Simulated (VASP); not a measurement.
Calculation: optB88-vdW, VASP's PBE PAW potentials (set 64) (plane waves; VASP).

The input files of a VASP run:

### KPOINTS
```
Automatic
0
Gamma
 5 5 4
0 0 0
```

### INCAR
```
GGA  =  BO
NELM  =  100   # most electronic steps
LREAL  =  .FALSE.
AGGAC  =  0.0
NSW  =  60
SIGMA  =  0.05   # width (eV)
PARAM1  =  0.1833333333
LASPH  =  .TRUE.   # aspherical one-centre terms
EDIFF  =  1E-6   # SCF stop (eV)
LMAXMIX  =  4   # l cut-off of mixed one-centre charges
SYSTEM  =  PbO
ISIF  =  3   # ions, shape and volume
LUSE_VDW  =  .TRUE.
PREC  =  Accurate
LWAVE  =  .FALSE.
ENCUT  =  580   # plane-wave cut-off (eV)
ISMEAR  =  0
EDIFFG  =  -0.02   # ionic stop
ALGO  =  Normal
IBRION  =  2
LCHARG  =  .FALSE.
PARAM2  =  0.22
```

### POSCAR
```
PbO
1
    4.0489636120     0.0000000000     0.0000000000
    0.0000000000     4.0489636120     0.0000000000
    0.0000000000     0.0000000000     5.0479958747
Pb O
2 2
Direct
  0.5000000000   0.0000000000   0.7640380599
  0.0000000000   0.5000000000   0.2359619401
  0.5000000000   0.5000000000   0.0000000000
  0.0000000000   0.0000000000   0.0000000000
```

POTCAR, in this order: Pb_d O (PBE.64 set). Program: vasp_std.

The resulting files:

File OSZICAR:
```
       N       E                     dE             d eps       ncg     rms          rms(c)
DAV:   1     0.486162412453E+03    0.48616E+03   -0.21583E+04   864   0.211E+03
DAV:   2     0.473802418321E+02   -0.43878E+03   -0.43119E+03   904   0.520E+02
DAV:   3    -0.150784083316E+02   -0.62459E+02   -0.61360E+02  1176   0.204E+02
DAV:   4    -0.171950001179E+02   -0.21166E+01   -0.21152E+01   936   0.431E+01
DAV:   5    -0.172755996151E+02   -0.80599E-01   -0.80595E-01  1232   0.797E+00    0.132E+01
DAV:   6    -0.123420387889E+02    0.49336E+01   -0.41433E+01  1368   0.475E+01    0.594E+00
DAV:   7    -0.120873337240E+02    0.25471E+00   -0.41465E+00  1128   0.154E+01    0.256E+00
DAV:   8    -0.120808626722E+02    0.64711E-02   -0.89410E-01  1176   0.677E+00    0.118E+00
DAV:   9    -0.120532715777E+02    0.27591E-01   -0.16054E-01  1352   0.341E+00    0.294E-01
DAV:  10    -0.120549070537E+02   -0.16355E-02   -0.17621E-02   944   0.845E-01    0.754E-02
DAV:  11    -0.120549105836E+02   -0.35299E-05   -0.30485E-03  1480   0.436E-01    0.848E-02
DAV:  12    -0.120548268450E+02    0.83739E-04   -0.32103E-04  1224   0.205E-01    0.448E-02
DAV:  13    -0.120548076556E+02    0.19189E-04   -0.11409E-04  1360   0.805E-02    0.997E-03
DAV:  14    -0.120548068253E+02    0.83028E-06   -0.58887E-06  1088   0.209E-02
   1 F= -.12054807E+02 E0= -.12054807E+02  d E =-.120548E+02
```

### OUTCAR
```
------------------------ aborting loop because EDIFF is reached ----------------------------------------
  FORCE on cell =-STRESS in cart. coord.  units (eV):
  Direction    XX          YY          ZZ          XY          YZ          ZX
  --------------------------------------------------------------------------------------
  Total       -0.0097405     -0.0097405     -0.0139645      0.0000000      0.0000000      0.0000000
  in kB       -0.1885753     -0.1885753     -0.2703508      0.0000000      0.0000000      0.0000000
  external PRESSURE =      -0.2158338 kB  Pullay stress =       0.0000000 kB
  volume of cell :       82.76
      direct lattice vectors                 reciprocal lattice vectors
     4.048963612  0.000000000  0.000000000     0.246976781  0.000000000  0.000000000
     0.000000000  4.048963612  0.000000000     0.000000000  0.246976781  0.000000000
     0.000000000  0.000000000  5.047995875     0.000000000  0.000000000  0.198098419
 POSITION                                       TOTAL-FORCE (eV/Angst)
 -----------------------------------------------------------------------------------
      2.02448      0.00000      3.85686         0.000000     -0.000000      0.000185
      0.00000      2.02448      1.19113         0.000000      0.000000     -0.000185
      2.02448      2.02448      0.00000        -0.000000      0.000000      0.000000
      0.00000      0.00000      0.00000         0.000000     -0.000000      0.000000
 -----------------------------------------------------------------------------------
    total drift:                                0.000000     -0.000000     -0.000000
  FREE ENERGIE OF THE ION-ELECTRON SYSTEM (eV)
  ---------------------------------------------------
  free  energy   TOTEN  =       -12.0548068253 eV

  energy  without entropy=      -12.0548068253  energy(sigma->0) =      -12.05480683

 reached required accuracy - stopping structural energy minimisation
```
(Selected blocks of OUTCAR.)

The compound is PbO in the litharge structure. It was relaxed first. The start is the result of an earlier pass.
